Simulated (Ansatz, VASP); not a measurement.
# W12Cl (W(110)) in two plane-wave programs, part 2 of 2

Aim: how closely do two programs agree when they are given the same cell, functional and k mesh?  The structure shown is the end of the VASP relaxation below.

VASP 6.6.1 and Ansatz 0.2.0.

So far: The structure; VASP: relaxation, PBEsol.

### Step 3. Ansatz: single point, PBEsol

Level of this step: Ansatz beside VASP: Kohn-Sham DFT, plane waves, PBEsol (Ansatz).

Ansatz runs on its default PAW (the set named soft_2) files.

The same cell, functional, mesh and smearing now go to Ansatz, which takes its cutoff from its data sets.

input.yaml

```yaml
crystal:
  lattice:
    - [6.28832307, 0.0, 0.0]
    - [3.14416153, 4.44651588, 0.0]
    - [0.0, 0.0, 19.44651588]
  atoms:
    - { symbol: W, position: [0.0, 0.0, 0.3856732] }
    - { symbol: W, position: [0.5, 0.0, 0.3856732] }
    - { symbol: W, position: [0.0, 0.5, 0.3856732] }
    - { symbol: W, position: [0.5, 0.5, 0.3856732] }
    - { symbol: W, position: [0.75316849, 0.49366302, 0.49703898] }
    - { symbol: W, position: [0.24683151, 0.50633698, 0.49703898] }
    - { symbol: W, position: [0.748468, 0.0, 0.49523287] }
    - { symbol: W, position: [0.251532, 0.0, 0.49523287] }
    - { symbol: W, position: [0.0, 0.0, 0.62017916] }
    - { symbol: W, position: [0.5, 0.0, 0.60403318] }
    - { symbol: W, position: [0.0, 0.5, 0.60471358] }
    - { symbol: W, position: [0.5, 0.5, 0.60471358] }
    - { symbol: Cl, position: [0.0, 0.0, 0.73704149] }
hamiltonian:
  xc: pbesol
  pseudopotentials: { kind: paw }
kpoints:
  mp_grid: { grid: [5, 5, 1] }
scf:
  occupations: { method: methfessel_paxton, width: 0.15 }
  n_extra_bands: 7
efield:
  axis: 3
  dipole_correction: true
  ramp_width: 0.04
output:
  forces: true
  eigenvalues: true
  write_density: true
  write_potential: true
  elf: true
  volumetric_format: npy
```

Launch:

```sh
$ ansatz run input.yaml --threads 4 --pin off --max-ram 9216MiB --backend cpu --events-out ev --progress --plain --runs-dir out
```

Numbers of over 12 decimals in the logs are rounded to 6 here.

The program printed:

```text
scf.n_extra_bands = 7 over 88 filled bands (N_el = 175.0): the run solves 95 bands
Engine: ansatz 0.2.0, aarch64-unknown-linux-gnu
Pseudopotentials: kind: paw
Pseudopotential: W, paw, valence charge 14, recommended cutoff 420 eV (normal), W.paw.azcp
Pseudopotential: Cl, paw, valence charge 7, recommended cutoff 420 eV (normal), Cl.paw.azcp
Functional definition: PBEsol
  exchange = pbesol_x
  correlation = pbesol_c
Crystal: 13 atoms, lattice volume = 543.747 Å³
Basis set: ecut = 420 eV, 10629 PW (Γ), exchange–correlation on 90×80×270 points (8 copies of the dense FFT grid, shifted against one another)
Bands: 95, of which v1, the nominal top of the filled ones, is band 88 counted from 1 (87 counted from 0)
Symmetry: 4 space group operations
Space group: Cmm2 (ITA 35), of the structure as read, at distance tolerance 8.2e-5 Å
k-points: 9 of 25
Non-local potential: W, projectors of the file, l = 0: 3, l = 1: 2, l = 2: 2, l = 3: 1
Non-local potential: Cl, projectors of the file, l = 0: 2, l = 1: 2, l = 2: 2
PAW form: soft (Blöchl's): semilocal exchange-correlation on the pseudo side does not see the compensation charge
PAW frozen core: W, regenerated for the run's functional, and the local potential with it (the file was generated under x = pbe(κ = 0.804, μ = 0.219515), c = pbe(β = 0.066725))
PAW frozen core: Cl, regenerated for the run's functional, and the local potential with it (the file was generated under x = pbe(κ = 0.804, μ = 0.219515), c = pbe(β = 0.066725))
PAW one-centre angular grid: W, 590 points (default); XC on 64 Gauss nodes
PAW one-centre angular grid: Cl, 110 points (default); XC on 64 Gauss nodes
Initial density: superposition of atomic densities (neutral atoms: chi_scale 0, normalization atom), corrected by the library's trained network
Initial wavefunctions: pseudopotential atomic-orbital guess
Functional: x = pbesol(κ = 0.804, μ = 0.123457), c = pbesol(β = 0.046)
SCF iter   1: F=—  HF=-124129.132107 eV  |F-HF|=—  |Δ(HF+E_count)|=         —  Δρ=9.68e-3  dr2=3.19e0  ethr=1.77e-3  p=-0.040 e·Å  D=-1.34e-2 V/Å  ΔV_dip=0.26 eV  dr2_dipole=2.56e-2  V_vac-E_F(+/−)=5.47/5.21 eV  ⟨swp⟩=9.8  Hψ=4537  notcnv=0
efield: sawtooth ramp at fractional position 0.0414 (placed from the atoms, in the widest stretch of the axis that holds none; the zero of the levels goes with the place), width 0.0400; the density the first Hamiltonian is built on has a dipole p = -0.040 e·Å; the dipole correction subtracts the counter field D = -1.34e-2 V/Å, which shifts the + side's vacuum level by +0.26 eV against the − side's; the planar-averaged density in the ramp window peaks in size at 4.0e-5 e/Å³
preconditioner: auto → LDOS  [metal: Δε(μ)=0.030 eV  Ē_g=4.230 eV  σ=0.150 eV  W_gap=0.17  n_scr=92 (ndim 8)  ℏωp=14.2 eV  f_vac=0.531  D(μ)=11.89/eV (n_scr^D=66)  β→1.0]
SCF iter   2: F=—  HF=-124128.978233 eV  |F-HF|=—  |Δ(HF+E_count)|=   1.54e-1  S|Δr|=    0.00e0  Δρ=5.93e-3  dr2=1.00e0  ethr=1.77e-3  p=-0.022 e·Å  D=-7.26e-3 V/Å  ΔV_dip=0.14 eV  dr2_dipole=1.20e-1  V_vac-E_F(+/−)=5.15/5.01 eV  ⟨swp⟩=2.7  Hψ=1352  notcnv=0  defer=7
SCF iter   3: F=—  HF=-124128.898187 eV  |F-HF|=—  |Δ(HF+E_count)|=   8.00e-2  S|Δr|=    0.00e0  Δρ=1.07e-3  dr2=2.21e-2  ethr=5.73e-4  p=-0.033 e·Å  D=-1.10e-2 V/Å  ΔV_dip=0.21 eV  dr2_dipole=4.67e-4  V_vac-E_F(+/−)=5.23/5.02 eV  ⟨swp⟩=2.0  Hψ=1227  notcnv=0  defer=7
SCF iter   4: F=—  HF=-124128.896521 eV  |F-HF|=—  |Δ(HF+E_count)|=   1.67e-3  S|Δr|=    0.00e0  Δρ=3.73e-4  dr2=2.47e-3  ethr=1.26e-5  p=-0.033 e·Å  D=-1.11e-2 V/Å  ΔV_dip=0.22 eV  dr2_dipole=4.29e-4  V_vac-E_F(+/−)=5.22/5.00 eV  ⟨swp⟩=2.8  Hψ=1427  notcnv=0  defer=4
SCF iter   5: F=—  HF=-124128.896354 eV  |F-HF|=—  |Δ(HF+E_count)|=   1.67e-4  S|Δr|=    0.00e0  Δρ=9.86e-5  dr2=1.67e-4  ethr=1.41e-6  p=-0.035 e·Å  D=-1.15e-2 V/Å  ΔV_dip=0.22 eV  dr2_dipole=3.72e-5  V_vac-E_F(+/−)=5.21/4.99 eV  ⟨swp⟩=2.4  Hψ=1217  notcnv=0  defer=4
SCF iter   6: F=—  HF=-124128.896369 eV  |F-HF|=—  |Δ(HF+E_count)|=   1.52e-5  S|Δr|=    0.00e0  Δρ=3.56e-5  dr2=1.68e-5  ethr=9.53e-8  p=-0.035 e·Å  D=-1.16e-2 V/Å  ΔV_dip=0.23 eV  dr2_dipole=4.37e-7  V_vac-E_F(+/−)=5.21/4.98 eV  ⟨swp⟩=2.7  Hψ=1387  notcnv=0  defer=4
SCF iter   7: F=—  HF=-124128.896671 eV  |F-HF|=—  |Δ(HF+E_count)|=   3.02e-4  S|Δr|=    0.00e0  Δρ=1.02e-5  dr2=1.12e-6  ethr=9.58e-9  p=-0.035 e·Å  D=-1.17e-2 V/Å  ΔV_dip=0.23 eV  dr2_dipole=1.18e-8  V_vac-E_F(+/−)=5.21/4.98 eV  ⟨swp⟩=3.1  Hψ=1638  notcnv=0  defer=4
SCF iter   8: F=—  HF=-124128.896672 eV  |F-HF|=—  |Δ(HF+E_count)|=   7.51e-7  S|Δr|=    0.00e0  Δρ=4.11e-6  dr2=3.00e-7  ethr=5.71e-11  p=-0.035 e·Å  D=-1.17e-2 V/Å  ΔV_dip=0.23 eV  dr2_dipole=2.12e-10  V_vac-E_F(+/−)=5.21/4.98 eV  ⟨swp⟩=20.7  Hψ=8649  notcnv=0
SCF iter   9: F=-124128.896672 eV  HF=-124128.896672 eV  |F-HF|=1.91e-8  |Δ(HF+E_count)|=   1.22e-7  S|Δr|=    0.00e0  Δρ=1.36e-6  dr2=3.53e-8  ethr=5.71e-11  p=-0.035 e·Å  D=-1.18e-2 V/Å  ΔV_dip=0.23 eV  dr2_dipole=1.13e-9  V_vac-E_F(+/−)=5.21/4.98 eV  ⟨swp⟩=12.9  Hψ=7072  notcnv=0
WARN: efield: at this solve's end the planar-averaged density reaches 1.54e-5 e/Å³ inside the ramp window [0.9899, 0.1328] (bound 1e-5 e/Å³), and -5.87e-6 e/Å³ on another of its planes; by the running means of the window's planes the mean density over a ramp is at most 1.15e-5 e/Å³, which is held to the bound (the quickstart, § The vacuum guard, A window that rings); the window's nearer edge stands 4.92 Å from this s [...]
SCF 1 converged in 9 iterations: F = -124128.896672 eV  dr2 = 3.53e-8
  greatest PAW one-centre occupation: 1.000 electrons in one spin orbital (limit 2), on the W atom at site 8 (counted from 0), in its partial waves of l = 0
WARN: The output density's exchange-correlation potential varies sharply where the density is thin. Do not read a vacuum level from v_tot or v_xc, or from such a field of the output density. On a cell that repeats whose density bears no net charge and no dipole along the vacuum's axis use v_es (v_loc + v_h of the components); under efield.dipole_correction with no amplitude use v_es + v_field, which holds any externa [...]
SCF converged after 9 iterations
Stability not checked: this state was not tested for a lower state beside it, because cold or Methfessel-Paxton smearing, or corrected tetrahedra, fill the levels in a way that the test cannot read (fill_not_monotonic; see scf.lower_state_search)
Free energy (F): -124128.896672 eV
Harris-Foulkes:  -124128.896672 eV  (|F-HF|=1.91e-8)
Internal energy: -124128.900140 eV  (E = F + TS)
E sigma→0 (E₀):  -124128.897539 eV
Entropy (-TS):   0.003467 eV (0.267 meV/atom)
Fermi energy:    4.974801 eV
Dipole field:    D = -0.011730 V/Å  (p = -0.035246 e·Å, saw-weighted, corrected)
Work function:   Φ+ = 5.2083 eV   Φ− = 4.9801 eV
Levels:          The Fermi level and band energies are counted from a zero that moves with the ramp; work functions are not
Vacuum region:   at the solve's end the planar-averaged density reaches 1.54e-5 e/Å³ inside the ramp window [0.9899, 0.1328] (bound 1e-5 e/Å³), and -5.87e-6 e/Å³ on another of its planes; by the running means of the window's planes the mean density over a ramp is at most 1.15e-5 e/Å³, which is held to the bound (the quickstart, § The vacuum guard, A window that rings)
--- Per-component energies (eV) ---
  E_band       = -3910.351493
  E_kinetic    = 5549.588055
  E_local      = -142203.358649  (includes V_loc(G=0)·N_el)
  E_nonlocal   = 78.559637
  E_hartree    = 68579.292842
  E_xc         = -3275.028027
  E_vxc        = -2967.351297  (∫ρ·V_xc dr)
  E_paw        = -101876.267289  (= ΣΔE_a)
  E_vpaw       = -1524.149920  (= ΣTr[D̂ρ^β])
  E_aug_tail   = -0.000638  (compensation charges beyond the density's cutoff)
  E_efield     = 0.000207  (sawtooth field / dipole correction)
  E_vefield    = -2.195257  (∫n·V_field dr)
  E_ewald      = 49015.573784
  E_core_change = 2.739938  (= ΣΔE_core)
  E_smearing   = 0.003467  (= −TS)
  E_closure    = -0.000000  (closes the sum)
  Σ components = -124128.896672   (vs F -124128.896672, Δ=0.00e0)
--- Forces (eV/Å), atoms counted from 1 ---
  atom   1  W      0.00000000     0.00000000     0.06297540
  atom   2  W     -0.00000000     0.00000000    -0.06063312
  atom   3  W      0.00000000    -0.00000000    -0.39605636
  atom   4  W      0.00000000     0.00000000    -0.39605636
  atom   5  W     -0.00000000     0.01858248    -0.06848696
  atom   6  W      0.00000000    -0.01858248    -0.06848696
  atom   7  W      0.06312675     0.00000000     0.07612975
  atom   8  W     -0.06312675    -0.00000000     0.07612975
  atom   9  W      0.00000000     0.00000000     0.12900130
  atom  10  W     -0.00000000     0.00000000     0.23195682
  atom  11  W      0.00000000    -0.00000000     0.19547294
  atom  12  W      0.00000000     0.00000000     0.19547294
  atom  13  Cl     0.00000000     0.00000000     0.02248857
  max |Σ_I F_I| component: 9.23e-5 eV/Å
--- Band table (eV; the first three rows and the last of 9) ---
  k-point 0: bands = [... 84 lower, 5.2994, 5.5248, 5.5401, 6.0163, 6.3320, 6.4279, 6.4854, 6.6231, ... 3 higher]
  k-point 1: bands = [... 84 lower, 4.8456, 4.9890, 5.0017, 5.1174, 5.4504, 5.7973, 5.9265, 6.0822, ... 3 higher]
  k-point 2: bands = [... 84 lower, 4.3080, 4.3897, 4.5599, 4.6706, 4.8403, 4.9069, 5.1578, 5.2938, ... 3 higher]
  k-point 8: bands = [... 84 lower, 3.9769, 4.3139, 4.7086, 4.8163, 4.9494, 5.3421, 5.5292, 5.7193, ... 3 higher]
```

Elapsed: 24 s, on 4 threads of Arm Neoverse V1, shared host; peak memory 1.5 GiB.

### Step 4. Comparison

Known differences besides the PAW data sets themselves: the data sets hold 175 valence electrons in Ansatz (default PAW (the set named soft_2) files) and 79 in VASP; the cutoff is 420 eV in Ansatz and 320 eV in VASP (PREC = Normal, projectors in real space); Ansatz makes its cores anew for this functional, VASP keeps those of its PBE data sets. Total energies have different zeros and are not compared.

Forces on 10 of the 13 atoms, picked by the larger force of the two programs (eV/Å; atoms numbered as in POSCAR):

| atom | Ansatz x, y, z | VASP x, y, z |
| --- | --- | --- |
| W1 | 0.000, 0.000, 0.063 | 0.000, 0.000, 0.265 |
| W2 | 0.000, 0.000, -0.061 | 0.000, 0.000, 0.169 |
| W3 | 0.000, 0.000, -0.396 | 0.000, 0.000, -0.213 |
| W4 | 0.000, 0.000, -0.396 | 0.000, 0.000, -0.213 |
| W7 | 0.063, 0.000, 0.076 | 0.022, 0.000, 0.012 |
| W8 | -0.063, 0.000, 0.076 | -0.022, 0.000, 0.012 |
| W9 | 0.000, 0.000, 0.129 | 0.000, 0.000, 0.007 |
| W10 | 0.000, 0.000, 0.232 | 0.000, 0.000, 0.017 |
| W11 | 0.000, 0.000, 0.195 | 0.000, 0.000, -0.021 |
| W12 | 0.000, 0.000, 0.195 | 0.000, 0.000, -0.021 |

The forces differ by 92 meV/Å r.m.s., which is 131.4 % of the r.m.s. force of 0.07 eV/Å (both taken over all components, held atoms included).

### Step 5. What moves the difference

The difference is large enough to ask for its cause, so further runs change the set-up of one program at a time, as the table lists.

```
                                                           run  r.m.s. force difference (meV/Å)
                                                      as above                               92
cores kept as stored, as VASP does, whose cores stay as stored                               93
                   norm-conserving potentials (cutoff 1007 eV)                               99
```

### Step 6. Outcome

- r.m.s. force difference (single point, PBEsol): 92 meV/Å

**Reading.** The r.m.s. force difference is 92 meV/Å (single point, PBEsol), beyond the 12 meV/Å picked in this series as the mark of a large difference. For single point, PBEsol: no further run halves the r.m.s. force difference; only Ansatz's side was varied. 1 further run on this material is not shown. How closely two codes agree says nothing of how well the functional describes the real material.

[Lines on the potential files, build, host, timing and source positions are cut from VASP's logs without a mark.]

[Logs are printed without paths, hosts, clocks, repeated set-up lines and the standing remarks that a program may print on its own settings, such as how far it seeks lower states.]

[Hosts, paths, dates, database ids (printed as entryN), source tags and the programs' standing remarks are cut or masked in the printed files.]
